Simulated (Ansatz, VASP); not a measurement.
**Cross-check of CaHfSe3 between VASP and Ansatz**

One calculation is typed for both programs; each brings its own data sets. How far apart do they land? The cell is generated by rule, not measured, and may not be a known phase. The cell is taken from a series of runs on this material, whose earlier steps may have relaxed, scaled, displaced or heated it; both programs get it as it stands.

Program: Ansatz 0.2.0. Level of theory: plane waves, with VASP 6.6.1 beside it; LDA. Results are calculated unless marked as measured.

The structure was built from a prototype and need not be the compound's stable phase.

### Step 1. Starting point

Symmetry: R-3m, No. 166, trigonal system. The conventional cell has a = 7.122 Å, b = 7.122 Å, c = 18.484 Å, α = 90.00°, β = 90.00°, γ = 120.00°. Nearest to Ca lie 9 Se at 2.92 to 3.68 Å and 1 Hf at 3.67 Å. Nearest to Hf lie 6 Se at 2.57 Å. Hf has 6 Se at 2.57 Å nearest. Nearest to Se lie 2 Hf at 2.57 Å and 3 Ca at 2.92 to 3.68 Å. Farther neighbours and most contacts between anions are not listed.

Structure file:

```
Ca Hf Se
1.0
     3.56088    2.05588    6.16132
    -3.56088    2.05588    6.16132
     0.00000   -4.11175    6.16132
Ca Hf Se
2 2 6
Direct
  0.30129 0.30129 0.30129
  0.69871 0.69871 0.69871
  0.50000 0.50000 0.50000
  0.00000 0.00000 0.00000
  0.24991 0.74388 0.24991
  0.75009 0.25612 0.75009
  0.75009 0.75009 0.25612
  0.24991 0.24991 0.74388
  0.74388 0.24991 0.24991
  0.25612 0.75009 0.75009
```

### Step 2. VASP: relaxation of cell and atoms, LDA

The relaxed volume is the usual yardstick between codes: in a stiff, nearly cubic crystal its relative difference is about their pressure difference at one cell divided by the bulk modulus.

Lines of VASP's logs that name or quote its potential files are left out, and so is its time.

Contents of INCAR:

```
SYSTEM = CaHfSe3
PREC = Accurate
ENCUT = 500
EDIFF = 1E-07
NELM = 120
ISMEAR = 1
SIGMA = 0.2
LREAL = .FALSE.
ALGO = Normal
GGA = CA
NBANDS = 48
LASPH = .TRUE.
LORBIT = 11
LWAVE = .FALSE.
LCHARG = .FALSE.
ISIF = 3
IBRION = 2
NSW = 80
EDIFFG = -0.005
GGA_COMPAT = .FALSE.
NELMIN = 4
KPAR = 2
```

Contents of POSCAR:

```
CaHfSe3
1.0
    3.5608810000      2.0558760000      6.1613230000
   -3.5608810000      2.0558760000      6.1613230000
    0.0000000000     -4.1117510000      6.1613230000
Ca Hf Se
2 2 6
Direct
    0.3012903532      0.3012903532      0.3012904265
    0.6987095116      0.6987095116      0.6987096816
    0.4999999324      0.4999999324      0.5000000540
    0.0000000000      0.0000000000      0.0000000000
    0.2499057822      0.7438773583      0.2499059179
    0.7500941368      0.2561225606      0.7500942443
    0.7500941019      0.7500941019      0.2561227379
    0.2499058170      0.2499058170      0.7438774243
    0.7438773583      0.2499057822      0.2499059179
    0.2561225606      0.7500941368      0.7500942443
```

Contents of KPOINTS:

```
Automatic mesh
0
Gamma
6 6 6
0 0 0
```

Potentials, in the order of the species: Ca_sv, Hf_pv and Se (LDA family, release 64).

On the command line:

```console
$ mpirun -np 2 vasp_std
```

Numbers of over 12 decimals in the logs are rounded to 6 here.

Output:

```text
[banner, memory and clock lines left out]
running    2 mpi-ranks, on    1 nodes
 distrk:  each k-point on    1 cores,    2 groups
 distr:  one band on    1 cores,    1 groups

 POSCAR found type information on POSCAR CaHfSe
 POSCAR found :  3 types and      10 ions
 LDA part: xc-table for (Slater(with rela. corr.)+CA(PZ))
 , standard interpolation
 POSCAR, INCAR and KPOINTS ok, starting setup
 FFT: planning ... GRIDC
 FFT: planning ... GRID_SOFT
 FFT: planning ... GRID
 WAVECAR not read
 entering main loop
       N       E                     dE             d eps       ncg     rms          rms(c)
DAV:   1     0.549844142861E+03    0.54984E+03   -0.34956E+04  3152   0.137E+03
DAV:   2    -0.179041870486E+02   -0.56775E+03   -0.55130E+03  3848   0.348E+02
DAV:   3    -0.657221846181E+02   -0.47818E+02   -0.47365E+02  4344   0.797E+01
DAV:   4    -0.677385837568E+02   -0.20164E+01   -0.20090E+01  5240   0.155E+01
DAV:   5    -0.678297849363E+02   -0.91201E-01   -0.91169E-01  4472   0.228E+00    0.719E+01
DAV:   6    -0.641376319416E+02    0.36922E+01   -0.10184E+01  3680   0.931E+00    0.486E+01
DAV:   7    -0.639730989982E+02    0.16453E+00   -0.35303E+00  3888   0.644E+00    0.710E+00
DAV:   8    -0.638617121108E+02    0.11139E+00   -0.16809E+00  3728   0.379E+00    0.156E+00
DAV:   9    -0.638255879194E+02    0.36124E-01   -0.29443E-01  3792   0.167E+00    0.620E-01
DAV:  10    -0.638238784575E+02    0.17095E-02   -0.16209E-02  4200   0.466E-01    0.881E-01
DAV:  11    -0.638236741890E+02    0.20427E-03   -0.42143E-03  4008   0.206E-01    0.176E-01
DAV:  12    -0.638236868804E+02   -0.12691E-04   -0.31396E-04  4416   0.609E-02    0.152E-01
DAV:  13    -0.638236918893E+02   -0.50088E-05   -0.24007E-05  4320   0.217E-02    0.253E-02
DAV:  14    -0.638236915752E+02    0.31404E-06   -0.17061E-05  3912   0.133E-02    0.150E-02
DAV:  15    -0.638236920531E+02   -0.47793E-06   -0.94593E-07  4128   0.402E-03    0.137E-02
DAV:  16    -0.638236920654E+02   -0.12277E-07   -0.41294E-07  3192   0.235E-03
   1 F= -.63823692E+02 E0= -.63825101E+02  d E =-.638237E+02
[... from here on, the cycles between the ionic steps are left out ...]
   2 F= -.63823855E+02 E0= -.63825292E+02  d E =-.162728E-03
   3 F= -.63823859E+02 E0= -.63825292E+02  d E =-.167413E-03
   4 F= -.63823983E+02 E0= -.63825410E+02  d E =-.123515E-03
   5 F= -.63824036E+02 E0= -.63825451E+02  d E =-.176819E-03
   6 F= -.63824047E+02 E0= -.63825465E+02  d E =-.187706E-03
   7 F= -.63824070E+02 E0= -.63825488E+02  d E =-.229487E-04
   8 F= -.63824082E+02 E0= -.63825500E+02  d E =-.349484E-04
 curvature:  -1.79 expect dE=-0.300E-04 dE for cont linesearch -0.370E-08
 trial: gam= 0.71667 g(F)=  0.118E-04 g(S)=  0.501E-05 ort =-0.235E-06 (trialstep = 0.144E+01)
 search vector abs. value=  0.302E-04
 bond charge predicted
       N       E                     dE             d eps       ncg     rms          rms(c)
DAV:   1    -0.638241179701E+02   -0.35838E-04   -0.70931E-03  3104   0.383E-01    0.864E-02
DAV:   2    -0.638241043664E+02    0.13604E-04   -0.27657E-04  3712   0.793E-02    0.352E-02
DAV:   3    -0.638240949091E+02    0.94573E-05   -0.16120E-05  4112   0.180E-02    0.182E-02
DAV:   4    -0.638240922023E+02    0.27068E-05   -0.94482E-06  4784   0.125E-02    0.772E-03
DAV:   5    -0.638240922517E+02   -0.49438E-07   -0.81031E-07  4568   0.313E-03
   9 F= -.63824092E+02 E0= -.63825518E+02  d E =-.101189E-04
 trial-energy change:   -0.000010  1 .order   -0.000010   -0.000024    0.000005
 step:   1.2274(harm=  1.2104)  dis= 0.00078  next Energy=   -63.824093 (dE=-0.105E-04)
 reached required accuracy - stopping structural energy minimisation
```

Parts of OUTCAR (step 2):

```text
ion  position               nearest neighbor table
   1  0.301  0.301  0.301-   8 2.92   5 2.92   9 2.92
   2  0.699  0.699  0.699-   7 2.92   6 2.92  10 2.92
   3  0.500  0.500  0.500-   8 2.57   5 2.57   9 2.57   7 2.57   6 2.57  10 2.57
   4  0.000  0.000  0.000-   6 2.57  10 2.57   8 2.57   9 2.57   5 2.57   7 2.57
   5  0.250  0.744  0.250-   4 2.57   3 2.57   1 2.92
   6  0.750  0.256  0.750-   4 2.57   3 2.57   2 2.92
   7  0.750  0.750  0.256-   4 2.57   3 2.57   2 2.92
   8  0.250  0.250  0.744-   4 2.57   3 2.57   1 2.92
   9  0.744  0.250  0.250-   4 2.57   3 2.57   1 2.92
  10  0.256  0.750  0.750-   4 2.57   3 2.57   2 2.92

  LATTYP: Found a trigonal (rhomboedric) cell.
 ALAT       =     7.4073207527
 COS(alpha) =     0.5378077621

 Subroutine GETGRP returns: Found 12 space group operations
 (whereof 12 operations were pure point group operations)

The static configuration has the point symmetry D_3d.

 Found     32 irreducible k-points:

   k-points           NKPTS =     32   k-points in BZ     NKDIM =     32   number of bands    NBANDS=     48

   dimension x,y,z NGX =    54 NGY =   54 NGZ =   54
   dimension x,y,z NGXF=   108 NGYF=  108 NGZF=  108

   ENCUT  =  500.0 eV  36.75 Ry    6.06 a.u.  13.51 13.51 13.51*2*pi/ulx,y,z

   NELECT =      76.0000    total number of electrons

 k-points in reciprocal lattice and weights: Automatic mesh
   0.00000000  0.00000000  0.00000000       0.005
   0.16666667 -0.00000000  0.00000000       0.028
   0.33333333 -0.00000000  0.00000000       0.028
   0.50000000  0.00000000  0.00000000       0.014
   0.16666667  0.16666667  0.00000000       0.028
   0.33333333  0.16666667  0.00000000       0.056
   0.50000000  0.16666667  0.00000000       0.056
  -0.33333333  0.16666667  0.00000000       0.056
  -0.16666667  0.16666667  0.00000000       0.028
[...]
-0.33333333  0.50000000  0.33333333       0.028
   0.50000000  0.50000000  0.50000000       0.005

 average (electrostatic) potential at core
       1 -47.0757       2 -47.0757       3 -40.3113       4 -40.2706       5 -60.7376
       6 -60.7376       7 -60.7376       8 -60.7376       9 -60.7376      10 -60.7376

 E-fermi :   3.1184

 k-point     1 :       0.0000    0.0000    0.0000
  band No.  band energies     occupation
    ...
     34       2.6141      2.00210
     35       2.6141      2.00210
     36       2.7033      2.01243
     37       2.7033      2.01243
     38       3.0390      1.61706
     39       3.2206      0.24769
     40       3.3088     -0.03888
     41       3.3088     -0.03888
     42       4.4635     -0.00000
     43       4.8186     -0.00000
    ...

 k-point     2 :       0.1667   -0.0000    0.0000
  band No.  band energies     occupation
    ...
     34       2.0570      2.00000
     35       2.3635      2.00000
     36       2.5519      2.00046
     37       2.6294      2.00295
     38       2.9862      1.89108
     39       3.4104     -0.05877
     40       3.6371     -0.00151
     41       3.7848     -0.00003
     42       4.8368     -0.00000
     43       5.0121     -0.00000
    ...

 k-point     3 :       0.3333   -0.0000    0.0000
  band No.  band energies     occupation
    ...
     34       1.7752      2.00000
     35       2.1047      2.00000
     36       2.1717      2.00000
     37       2.3676      2.00000
     38       2.5117      2.00015
     39       3.8950     -0.00000
     40       4.1719     -0.00000
     41       4.3880     -0.00000
     42       4.9999     -0.00000
     43       5.3426     -0.00000
    ...

  Total       -0.0311836     -0.0311836     -0.0094397      0.0000000     -0.0000000      0.0000000
  in kB       -0.1846061     -0.1846061     -0.0558831      0.0000000     -0.0000000      0.0000000
  external PRESSURE =      -0.1416985 kB  Pullay stress =       0.0000000 kB

  energy-cutoff  :      500.00
  volume of cell :      270.64
      direct lattice vectors                 reciprocal lattice vectors
     3.561578380  2.056278632  6.159062488     0.140387195  0.081052583  0.054120787
    -3.561578380  2.056278632  6.159062488    -0.140387195  0.081052583  0.054120787
    -0.000000000 -4.112556265  6.159062488     0.000000000 -0.162105165  0.054120800

 POSITION                                       TOTAL-FORCE (eV/Angst)
 -----------------------------------------------------------------------------------
     -0.00000     -0.00000      5.55888        -0.000000     -0.000000     -0.002383
     -0.00000     -0.00000     12.91830         0.000000      0.000000      0.002383
     -0.00000     -0.00000      9.23859        -0.000000      0.000000     -0.000000
      0.00000      0.00000      0.00000         0.000000      0.000000     -0.000000
     -1.76053      1.01644      7.66188         0.002031     -0.001172     -0.001947
      1.76053     -1.01644     10.81531        -0.002031      0.001172      0.001947
     -0.00000      2.03288     10.81531        -0.000000     -0.002345      0.001947
     -0.00000     -2.03288      7.66188         0.000000      0.002345     -0.001947
      1.76053      1.01644      7.66188        -0.002031     -0.001172     -0.001947
     -1.76053     -1.01644     10.81531         0.002031      0.001172      0.001947
 -----------------------------------------------------------------------------------
    total drift:                               -0.000000      0.002208      0.000982

  FREE ENERGIE OF THE ION-ELECTRON SYSTEM (eV)
  ---------------------------------------------------
  free  energy   TOTEN  =       -63.8240922517 eV

  energy  without entropy=      -63.8283680521  energy(sigma->0) =      -63.82551752

 reached required accuracy - stopping structural energy minimisation

 total charge
# of ion       s       p       d       tot
------------------------------------------
    1        2.019   5.822   0.235   8.077
    2        2.019   5.822   0.235   8.077
    3        0.319   6.518   1.571   8.408
    4        0.319   6.522   1.582   8.424
    5        1.452   2.476   0.022   3.950
    6        1.452   2.476   0.022   3.950
    7        1.452   2.476   0.022   3.950
    8        1.452   2.476   0.022   3.950
    9        1.452   2.476   0.022   3.950
   10        1.452   2.476   0.022   3.950
--------------------------------------------------
tot         13.386  39.543   3.754  56.682

[... 3 further parts left out ...]
```

CONTCAR:

```
CaHfSe3
   1.00000000000000
     3.5615783799725516    2.0562786324942524    6.1590624879992566
    -3.5615783799725516    2.0562786324942524    6.1590624879992566
    -0.0000000000000000   -4.1125562651605367    6.1590624881218599
  Ca              Hf              Se
     2     2     6
Direct
     0.3008511393958735    0.3008511393958735    0.3008512126958719
     0.6991487254041293    0.6991487254041293    0.6991488954041318
     0.4999999324000015    0.4999999324000015    0.5000000539999974
     0.0000000000000000    0.0000000000000000    0.0000000000000000
     0.2498965807354214    0.7442080978829533    0.2498967164354200
     0.7501033382645824    0.2557918210170417    0.7501034457645828
     0.7501033033645762    0.7501033033645762    0.2557919983170414
     0.2498966155354190    0.2498966155354190    0.7442081638829615
     0.7442080978829533    0.2498965807354214    0.2498967164354200
     0.2557918210170417    0.7501033382645824    0.7501034457645828
```

The gap is under twice the smearing width, so the edge states are partly filled and the run can't tell a small gap from a semimetal. Harder data sets than Hf_pv exist (the GW ones), and pressures, volumes and forces can shift noticeably with them. Methfessel-Paxton smearing is not meant for a cell with a gap. The run keeps the 12 symmetry operations of its start, so it cannot find a distortion of lower symmetry.

[end of part 1 of 2]

[Lines on the potential files, build, host, timing and source positions are cut from VASP's logs without a mark.]

[Logs are printed without paths, hosts, clocks, repeated set-up lines and the standing remarks that a program may print on its own settings, such as how far it seeks lower states.]

[Hosts, paths, dates, database ids (printed as entryN), source tags and the programs' standing remarks are cut or masked in the printed files.]
